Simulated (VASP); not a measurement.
A run of VASP 6.6.1 is set up as follows.

The input INCAR:

```
SYSTEM = H14CO8
PREC     = Accurate       ! precision mode
ENCUT    = 520            ! plane-wave cutoff, eV
EDIFF    = 1E-6           ! SCF threshold, eV
ISMEAR   = -1             ! smearing method
SIGMA    = 0.02           ! smearing width, eV
LREAL    = Auto         
LASPH    = .True.         ! aspherical terms in the spheres
NELM     = 80             ! most SCF steps
ALGO     = Normal         ! electronic algorithm
ISIF     = 2              ! what is computed and relaxed
LWAVE    = .False.        ! write WAVECAR
LCHARG   = .False.        ! write CHGCAR
GGA      = PE             ! functional
NBANDS   = 50             ! bands
```

Contents of KPOINTS:

```
regular mesh
0
Gamma
  1 1 1
  0 0 0
```

Contents of POSCAR:

```
H14CO8
1.0
    6.0248970000      0.0000000000      0.0000000000
    0.0000000000      6.0248970000      0.0000000000
    0.0000000000      0.0000000000      6.0248970000
O H C
8 14 1
Direct
    0.1517386134      0.5674750900      0.7973478653
    0.2049303891      0.7562648752      0.2014018504
    0.7389426695      0.6340920102      0.6162472410
    1.0318937893      0.2884393408      0.2747503549
    0.9072648857      0.2013731651      0.6986601650
    0.4034239746     -0.1223784883      0.5749783511
    0.6307945079      0.5849228120      0.0140954620
    0.8058643333      0.9167684635      0.0361658956
    0.1280703869      0.4059440207      0.7843329582
    0.0083282517      0.6225170105      0.7404506074
    0.0879859454      0.8650115891      0.1710996717
    0.2218477340      0.6805823631      0.0563846282
    0.6024671445      0.7339736661      0.5812241907
    0.7220843753      0.4840436097      0.5570127164
    1.0781180082      0.4436671842      0.2640385340
    0.9325202638      0.2617533819      0.1505610973
    0.8578807106      0.0637065845      0.7685885826
    0.9498939290      0.1740561101      0.5441013208
    0.3424373037     -0.1425199818      0.4230703438
    0.3096350816     -0.2246468924      0.6628347337
    0.6731460886      0.5992792319     -0.1559699973
    0.7004245105      0.7370386291      0.3019396424
    0.7138218035      0.7542142247      0.1200236849
```

Potentials or basis: VASP PAW PBE potentials, release 64 (O, H, C).

Launch:

```sh
$ cat potpaw_PBE.64/O/POTCAR potpaw_PBE.64/H/POTCAR potpaw_PBE.64/C/POTCAR > POTCAR
$ mpirun -np 1 vasp_gam > vasp.out
```

(1) Predict the band gap on the k mesh.

(2) Predict the pressure.

Results:

(1) 5.46 eV, direct.

(2) 2.6 GPa.

Caveat: the standard files for N, O and F lose accuracy on very short bonds.
